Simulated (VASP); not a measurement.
Method: AM05 GGA, VASP's PBE PAW potentials (set 64) (plane waves; VASP).

The input files of a VASP run:

KPOINTS:
```
Automatic mesh
0
Gamma
11 11 9
0 0 0
```

### INCAR
```
NELM = 100   ! most electronic steps
ISMEAR = 1   ! Methfessel-Paxton
ISIF = 4   ! ions and shape, fixed volume
NSW = 30   ! most ionic steps
LWAVE = .FALSE.
IBRION = 2   ! conjugate gradients
ALGO = Normal   ! blocked Davidson
GGA = AM   ! AM05
LASPH = .TRUE.
EDIFF = 1E-7
PREC = Accurate
LCHARG = .FALSE.
SYSTEM = MgB2
LREAL = .FALSE.   ! projection in real space or not
EDIFFG = -0.01   ! ionic stop
ENCUT = 520
SIGMA = 0.1   ! width (eV)
```

File POSCAR:
```
MgB2
1
    1.5509965697    -2.6864043675     0.0000000000
    1.5509965697     2.6864043675     0.0000000000
    0.0000000000     0.0000000000     3.5055319149
Mg B
1 2
Direct
  0.0000000000   0.0000000000   0.0000000000
  0.3333330000   0.6666670000   0.5000000000
  0.6666670000   0.3333330000   0.5000000000
```

POTCAR, in this order: Mg B (PBE.64 set). Program: vasp_std.

### Question
Estimate the energy per atom (σ→0), band gap (on the k-mesh).

### Answer

energy per atom (σ→0): -5314 meV/atom
band gap (on the k-mesh): none (metal, semimetal or under 0.01 eV)

File OSZICAR:
```
...
       N       E                     dE             d eps       ncg     rms          rms(c)
DAV:   1    -0.159409100946E+02   -0.57252E-03   -0.11487E-02  1760   0.830E-01    0.658E-02
DAV:   2    -0.159406520669E+02    0.25803E-03   -0.56184E-04  1784   0.151E-01    0.274E-02
DAV:   3    -0.159406080135E+02    0.44053E-04   -0.17616E-04  1552   0.726E-02    0.622E-03
DAV:   4    -0.159406069354E+02    0.10781E-05   -0.67159E-06  1576   0.200E-02    0.151E-03
DAV:   5    -0.159406068066E+02    0.12883E-06   -0.58241E-07  1568   0.443E-03    0.235E-04
DAV:   6    -0.159406068165E+02   -0.99516E-08   -0.10408E-08   824   0.895E-04
   3 F= -.15940607E+02 E0= -.15940734E+02  d E =-.639015E-02
```

The compound is MgB2 in the AlB2 type structure. This cell is one point of a volume scan, at 1.03 of the reference volume. Symmetry was kept, so distortions that lower it aren't found.
